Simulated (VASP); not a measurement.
# SnH4N2Cl2: single point with r2SCAN

SnH4N2Cl2:

```
Sn Cl N H
1.0
    -0.02996    3.76457    0.03049
     6.11574   -1.93160   -0.07882
     1.61544   -0.05813   -5.36552
Sn Cl N H
1 2 2 4
Direct
  0.98535 0.99765 0.00275
  0.88433 0.76467 0.75069
  0.12981 0.24381 0.24291
  0.59078 0.21932 0.75707
  0.37108 0.76394 0.23216
  0.60108 0.20570 0.56728
  0.40782 0.79511 0.41719
  0.69619 0.39823 0.76489
  0.30725 0.59399 0.21853
```

The cell was built by a generator and needn't be a form met in nature.

```yaml
Program: VASP 6.6.1
Task: single point
Functional: r2SCAN
Potentials_or_basis: VASP PAW PBE potentials, release 64 (Sn_d, Cl, N, H)
Cutoff: 520 eV
k_mesh: 5 × 3 × 4, shifted
Occupations: fermi-dirac, width 0.1 eV
Spin: no spin polarisation
Dipole_correction: no
Further_INCAR_settings: ALGO = Normal; EDIFF = 1e-06; NBANDS = 31
```

The pressure is -7.6 GPa. The largest force is 3.134 eV/Å and the band gap on the k mesh is 2.15 eV, direct.

Forces in eV/Å, atoms in the order of the input:
```
Sn  -0.225 -0.184  0.364
Cl  -1.207 -0.027  0.940
Cl   0.655  0.027 -0.664
N    0.091  0.532 -0.115
N    2.441  0.450 -0.276
H    1.267 -0.283 -2.362
H   -2.078 -0.153  2.341
H   -2.854 -0.127  0.429
H    1.910 -0.236 -0.655
```

Stress tensor (GPa, compression positive):
```
 -3.95   0.56  -4.69
  0.56 -12.64  -0.70
 -4.69  -0.70  -6.23
```

Levels at points of the mesh, in eV from the valence-band top:
| k point | band 18 | band 19 | band 20 | band 21 | band 22 | band 23 | band 24 | band 25 |
| --- | --- | --- | --- | --- | --- | --- | --- | --- |
| (0.00, 0.17, 0.12) | -1.53 | -0.97 | -0.50 | 0.00 | 2.15 | 4.94 | 6.17 | 7.13 |

Wall time 5.8 min on 1 thread of Intel(R) Xeon(R) Platinum 8259CL CPU @ 2.50GHz (Skylake/Cascade Lake), on a shared host, peak memory 0.31 GiB.

Caveat: the PAW data sets were made with another functional, which shifts forces and pressure a little; spin-orbit coupling is left out, which moves the levels of the heavy elements. r2SCAN opens gaps a little over a GGA but as a rule still falls short of measured ones.
